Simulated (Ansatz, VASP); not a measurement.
Given: the input of a run of Ansatz 0.2.0 on Y3F. The cell comes from a database or a generator and needn't be the stable form of this composition.

Contents of input.yaml:

```yaml
crystal:
  lattice:
    - [6.26665, 0.0, 0.0]
    - [-3.13333, 5.42708, 0.0]
    - [0.0, 0.0, 3.36199]
  atoms:
    - { symbol: "Y", position: [0.5, 0.0, 0.0] }
    - { symbol: "Y", position: [0.0, 0.5, 0.0] }
    - { symbol: "Y", position: [0.5, 0.5, 0.0] }
    - { symbol: F, position: [0.0, 0.0, 0.0] }
hamiltonian:
  xc: blyp
  pseudopotentials: { kind: paw }
  dispersion: d3bj
kpoints:
  mp_grid: { grid: [4, 4, 6] }
scf:
  occupations: { method: fermi_dirac, width: 0.05 }
output:
  forces: true
  stress: true
  eigenvalues: true
relax:
  f_tol: 0.01
  max_steps: 40
  cell: { stress_tol: 0.05 }
```

Potentials or basis: Ansatz PAW.

Launch:

```sh
$ ansatz run input.yaml --threads 2 --pin off --max-ram 5632MiB --backend cpu --events-out ev --progress --plain --runs-dir out
```

Task: What does the same run look like in VASP 6.6.1? Potentials or basis there: PBE PAW files F, Y_sv, 600 eV.

Result: As run (cutoffs and basis follow the program's own potentials, and thresholds, step limits or extra output files can differ):

INCAR

```
SYSTEM = Y3F
PREC = Accurate ; ENCUT = 600
EDIFF = 1E-7 ; ISMEAR = -1
SIGMA = 0.05 ; LREAL = .FALSE.
LASPH = .TRUE. ; NELM = 60
ALGO = Fast ; ISIF = 3
LWAVE = .FALSE. ; LCHARG = .FALSE.
GGA = B5 ; ALDAX = 1.0
AGGAX = 1.0 ; AGGAC = 1.0
ALDAC = 0.0 ; IVDW = 12
VDW_S6 = 1.0 ; VDW_S8 = 2.6996
VDW_A1 = 0.4298 ; VDW_A2 = 4.2359
IBRION = 2 ; NSW = 60
EDIFFG = -0.01
```

Contents of KPOINTS:

```
regular mesh
0
G
  4 4 6
  0 0 0
```

Contents of POSCAR:

```
Y3F
1.0
    6.2666500000      0.0000000000      0.0000000000
   -3.1333300000      5.4270800000      0.0000000000
    0.0000000000      0.0000000000      3.3619900000
Y F
3 1
Direct
    0.5000000000      0.0000000000      0.0000000000
    0.0000000000      0.5000000000      0.0000000000
    0.5000000000      0.5000000000      0.0000000000
    0.0000000000      0.0000000000      0.0000000000
```

Potentials or basis: VASP PAW PBE potentials, release 64 (Y_sv, F).

Launch:

```sh
$ cat potpaw_PBE.64/Y_sv/POTCAR potpaw_PBE.64/F/POTCAR > POTCAR
$ mpirun -np 1 vasp_std > vasp.out
```

Both were run:

|  | Ansatz | VASP |
| --- | --- | --- |
| Relaxed volume | 26.34 Å³/atom | 26.22 Å³/atom |
| Relaxed cell | a = 6.112 Å, b = 6.112 Å, c = 3.257 Å, α = 90.00°, β = 90.00°, γ = 120.00° | a = 6.103 Å, b = 6.103 Å, c = 3.251 Å, α = 90.00°, β = 90.00°, γ = 120.00° |
| Space group after relaxing | P6/mmm (No. 191) | P6/mmm (No. 191) |
| Pressure after relaxing | 0.0 GPa | 0.0 GPa |

Ansatz's pressure holds a Pulay term of +0.16 GPa for its cutoff of 420 eV, which the other run lacks.

Ansatz's potentials were made for PBE. VASP's potentials were made for PBE.

Where Ansatz's input types no cutoff or centring, it takes its own default and a Γ-centred mesh.

Pressure is positive in compression.
